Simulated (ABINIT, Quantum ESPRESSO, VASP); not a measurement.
One structure in several programs: TlF (P4/nmm, 4 atoms in the cell)

Self-consistent single point, at a second geometry (lattice scaled by 0.98). First geometry:

```yaml
crystal:
  lattice:
    - [3.68893, 0.00000, 0.00000]
    - [0.00000, 3.68893, 0.00000]
    - [0.00000, 0.00000, 6.22358]
  atoms:
    - { symbol: Tl, position: [0.00000, 0.50000, 0.74417] }
    - { symbol: Tl, position: [0.50000, 0.00000, 0.25583] }
    - { symbol: F, position: [0.50000, 0.00000, 0.86423] }
    - { symbol: F, position: [0.00000, 0.50000, 0.13577] }
```

Shared settings, as Quantum ESPRESSO writes them: occupations = fixed; K_POINTS = automatic 5 5 3 0 0 0. Potentials and cutoffs stand in the table.

```tsv
code	model	ΔF from the first geometry (meV/atom)	pressure (GPa)	largest force (eV/Å)	gap on the mesh (eV)	cutoff
VASP	LDA (PZ), VASP's LDA PAW potentials (set 64)	-15.6	-5.32	0.095	2.856	400 eV
ABINIT	LDA (PW92), norm-conserving pseudopotentials (PseudoDojo nc-sr-04 LDA standard)	-16.6	-0.81	0.064	2.889	42 Ha
Quantum ESPRESSO	LDA (PZ), GBRV 1.5 ultrasoft (LDA) pseudopotentials	-16.6	-2.14	0.066	2.886	40 Ry
```

For VASP (by 4.6 GPa) and Quantum ESPRESSO (by 1.3 GPa) the energy change implies a higher mean pressure, against the two pressures, than for the other programs: a sign of finite-basis (Pulay) stress.

Size of the force on each atom (eV/Å): Sizes of forces hide their directions.

| code | Tl1 | Tl2 | F3 | F4 |
|---|---|---|---|---|
| VASP | 0.095 | 0.095 | 0.038 | 0.038 |
| ABINIT | 0.064 | 0.064 | 0.054 | 0.054 |
| Quantum ESPRESSO | 0.066 | 0.066 | 0.036 | 0.036 |

Gaps are read on the mesh.

On VASP's run: spin-orbit coupling is off.

The spread over the programs that give each value: ΔF from the first geometry within 1.0 meV/atom; pressure within 4.51 GPa; largest force within 0.031 eV/Å; gap on the mesh within 0.033 eV.

The same LDA comes in different parametrisations, which differ slightly.

VASP's run is marked for a possible Pulay error in its stress at this cutoff; no cutoff test was made.

VASP ran the fixed occupations as a Gaussian smearing of 0.01 eV.

The starting cell comes from a database of computed structures (which also holds hypothetical and non-ambient phases and stackings), without a prior relaxation at this level. For this run, on top of that: lattice scaled by 0.98.

Left out of this page: Ansatz, GPAW, CP2K, Elk, FLEUR and SIESTA (not drawn, or without a comparable value).
